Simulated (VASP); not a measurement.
Input:

```xyz
2
Lattice="0.0000 2.0169 2.0169 2.0169 0.0000 2.0169 2.0169 2.0169 0.0000" Properties=species:S:1:pos:R:3 pbc="T T T"
Al     2.0169     2.0169     2.0169
N      0.0000     0.0000     0.0000
```

Method: r2SCAN meta-GGA, VASP's PBE PAW potentials (set 64) (plane waves; VASP 6.6.1). Run with 520 eV cut-off, 14×14×14 Γ-centred mesh, Gaussian smearing of 0.010 eV, potentials Al N.

Task: Give the direction-averaged independent-particle dielectric function (no local fields, no excitons; a broadening of 0.1 eV leaves a tail below the gap, and fine structure carries the noise of the k-mesh).

Result: 
```json
[
 {"ħω (eV)": "0.00", "ε₁": "4.67", "ε₂": "0.00"},
 {"ħω (eV)": "0.40", "ε₁": "4.68", "ε₂": "0.00"},
 {"ħω (eV)": "0.90", "ε₁": "4.70", "ε₂": "0.01"},
 {"ħω (eV)": "1.40", "ε₁": "4.74", "ε₂": "0.01"},
 {"ħω (eV)": "1.80", "ε₁": "4.78", "ε₂": "0.01"},
 {"ħω (eV)": "2.30", "ε₁": "4.85", "ε₂": "0.02"},
 {"ħω (eV)": "2.80", "ε₁": "4.94", "ε₂": "0.02"},
 {"ħω (eV)": "3.20", "ε₁": "5.03", "ε₂": "0.03"},
 {"ħω (eV)": "3.70", "ε₁": "5.18", "ε₂": "0.03"},
 {"ħω (eV)": "4.20", "ε₁": "5.35", "ε₂": "0.04"},
 {"ħω (eV)": "4.70", "ε₁": "5.58", "ε₂": "0.05"},
 {"ħω (eV)": "5.10", "ε₁": "5.80", "ε₂": "0.06"},
 {"ħω (eV)": "5.60", "ε₁": "6.16", "ε₂": "0.08"},
 {"ħω (eV)": "6.10", "ε₁": "6.64", "ε₂": "0.12"},
 {"ħω (eV)": "6.50", "ε₁": "7.21", "ε₂": "0.22"},
 {"ħω (eV)": "7.00", "ε₁": "8.07", "ε₂": "0.71"},
 {"ħω (eV)": "7.50", "ε₁": "9.04", "ε₂": "1.10"},
 {"ħω (eV)": "8.00", "ε₁": "11.16", "ε₂": "2.22"},
 {"ħω (eV)": "8.40", "ε₁": "12.15", "ε₂": "4.02"},
 {"ħω (eV)": "8.90", "ε₁": "11.18", "ε₂": "9.58"},
 {"ħω (eV)": "9.40", "ε₁": "11.37", "ε₂": "13.18"},
 {"ħω (eV)": "9.80", "ε₁": "5.21", "ε₂": "16.59"},
 {"ħω (eV)": "10.30", "ε₁": "-1.18", "ε₂": "15.58"},
 {"ħω (eV)": "10.80", "ε₁": "-3.24", "ε₂": "6.28"},
 {"ħω (eV)": "11.30", "ε₁": "0.12", "ε₂": "4.53"},
 {"ħω (eV)": "11.70", "ε₁": "1.63", "ε₂": "6.38"},
 {"ħω (eV)": "12.20", "ε₁": "-1.35", "ε₂": "6.17"},
 {"ħω (eV)": "12.70", "ε₁": "1.89", "ε₂": "4.59"},
 {"ħω (eV)": "13.10", "ε₁": "1.05", "ε₂": "6.86"},
 {"ħω (eV)": "13.60", "ε₁": "-1.13", "ε₂": "6.64"},
 {"ħω (eV)": "14.10", "ε₁": "-2.58", "ε₂": "5.54"},
 {"ħω (eV)": "14.60", "ε₁": "-2.72", "ε₂": "4.67"}
]
```
ε₂ peaks at 9.8 eV (height 16.6), 10.3 eV (height 15.6), 11.8 eV (height 7.2), 13.4 eV (height 7.3); ε₁(0) averages 4.67, so the electronic refractive index below the gap tends to √4.67 = 2.16.

The structure comes from a computed database's AlN entry (Fm-3m); how it stands against other phases isn't given here. It was relaxed first.
